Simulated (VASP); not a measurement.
Energy against volume of KBr (rock salt). These are vdW-DF2, VASP's PBE PAW potentials (set 64) (plane waves; VASP) values and carry that method's errors. Settings: 520 eV cut-off, 7×7×7 Γ-centred mesh, Gaussian smearing of 0.050 eV, potentials K_sv Br.

| V (Å³/atom) | E (eV/atom) |
|---|---|
| 35.092 | -1.35581 |
| 36.212 | -1.36186 |
| 37.332 | -1.36386 |
| 38.452 | -1.36246 |

Fit these four points and predict the energy of the run at 39.572 Å³/atom.

A cubic in V^(−2/3), the third-order Birch-Murnaghan form, passes through the four points with V0 = 37.40 Å³/atom and B0 = 16 GPa, and gives -1.3582 eV/atom there. The run gave -1.3582 eV/atom, +0.0 meV/atom from the fit; all five points give B0 = 16 GPa.

The compound is KBr in the rock salt structure. It was relaxed first.
